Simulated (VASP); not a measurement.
Consider the following.

```
CELL_PARAMETERS angstrom
      3.84130     0.00000     0.00000
      0.00000     3.84130     0.00000
      0.00000     0.00000     8.87700
ATOMIC_POSITIONS crystal
  Er 0.00000 0.00000 0.00000
  O  0.50000 0.00000 0.84800
  O  0.00000 0.50000 0.84800
  O  0.50000 0.00000 0.15200
  O  0.00000 0.50000 0.15200
  Bi 0.50000 0.50000 0.71960
  Bi 0.50000 0.50000 0.28040
  Cl 0.00000 0.00000 0.50000
```
Starting moments (μB, in the order of the record's atoms Er O O O O Bi Bi Cl): 3.0 0.0 0.0 0.0 0.0 0.0 0.0 0.0.

These are PBEsol GGA, VASP's PBE PAW potentials (set 64) (plane waves; VASP 6.6.1) values and carry that method's errors. Settings: 400 eV cut-off, 3×3×2 Γ-centred mesh, Gaussian smearing of 0.14 eV, potentials Er O Bi_d Cl.

At this cut-off the stress carries a Pulay error, which pulls relaxed volumes low. The moments were started parallel, and other spin orders were not tried in this run.

**Question.** Which forces act on the atoms, in eV/Å?

**Answer.** 
| atom | Fx | Fy | Fz |
|---|---|---|---|
| Er1 | 0.000 | 0.000 | 0.000 |
| O2 | 0.000 | 0.000 | -0.230 |
| O3 | 0.000 | 0.000 | -0.230 |
| O4 | 0.000 | 0.000 | 0.230 |
| O5 | 0.000 | 0.000 | 0.230 |
| Bi6 | 0.000 | 0.000 | 0.253 |
| Bi7 | 0.000 | 0.000 | -0.253 |
| Cl8 | 0.000 | 0.000 | 0.000 |

**Question.** Give the stress tensor in GPa (positive for a compressed cell).

**Answer.** 
```
-4.02   0.00   0.00
 0.00  -4.02   0.00
 0.00   0.00  -4.03
```
The pressure is its mean diagonal, -4.02 GPa.

The structure comes from a measured ErBi2ClO4 entry of the Crystallography Open Database, whose conditions weren't checked. The cell was not relaxed at this level. The k-mesh is coarse (spacing up to 0.55 per Å, 2π included), so the numbers may not be converged in it.
